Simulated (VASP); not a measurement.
Calculation: PW91 GGA, VASP's PBE PAW potentials (set 64) (plane waves; VASP).

The input files of a VASP run:

INCAR:
```
ALGO = Normal
EDIFF = 1E-7
EDIFFG = -0.01
ENCUT = 520
GGA = 91
IBRION = 2
ISIF = 4
ISMEAR = 1
LASPH = .TRUE.
LCHARG = .FALSE.
LMAXMIX = 4
LREAL = .FALSE.
LWAVE = .FALSE.
NELM = 100
NSW = 30
PREC = Accurate
SIGMA = 0.1
SYSTEM = Ti
```

KPOINTS:
```
Automatic mesh
0
Gamma
14 14 8
0 0 0
```

### POSCAR
```
Ti
1.0
  1.4506296781  -2.5125643626   0.0000000000
  1.4506296781   2.5125643626   0.0000000000
  0.0000000000   0.0000000000   4.6000152206
Ti
2
Direct
  0.3333330000   0.6666670000   0.2500000000
  0.6666670000   0.3333330000   0.7500000000
```

POTCAR, in this order: Ti_sv (PBE.64 set). Program: vasp_std.

Q: Predict the energy per atom (σ→0), pressure, band gap (on the k-mesh).

A: 
```yaml
energy per atom (σ→0): -7.792 eV/atom
band gap (on the k-mesh): none (metal, semimetal or under 0.01 eV)
pressure: 3.58 GPa
```

OSZICAR:
```
...
DAV:   9    -0.155831895496E+02    0.87419E-02   -0.48263E-02  4576   0.264E+00    0.634E-02
DAV:  10    -0.155834894223E+02   -0.29987E-03   -0.26780E-03  6168   0.418E-01    0.843E-02
DAV:  11    -0.155835030894E+02   -0.13667E-04   -0.15465E-04  4984   0.127E-01    0.307E-02
DAV:  12    -0.155834920024E+02    0.11087E-04   -0.34376E-05  4848   0.538E-02    0.135E-03
DAV:  13    -0.155834930138E+02   -0.10114E-05   -0.79695E-07  4688   0.855E-03    0.138E-03
DAV:  14    -0.155834936620E+02   -0.64818E-06   -0.16769E-07  3320   0.315E-03    0.297E-04
DAV:  15    -0.155834936958E+02   -0.33815E-07   -0.21387E-08  2480   0.138E-03
   1 F= -.15583494E+02 E0= -.15584243E+02  d E =-.155835E+02
```

The compound is Ti in the hcp structure. This cell is one point of a volume scan, at 0.97 of the reference volume.
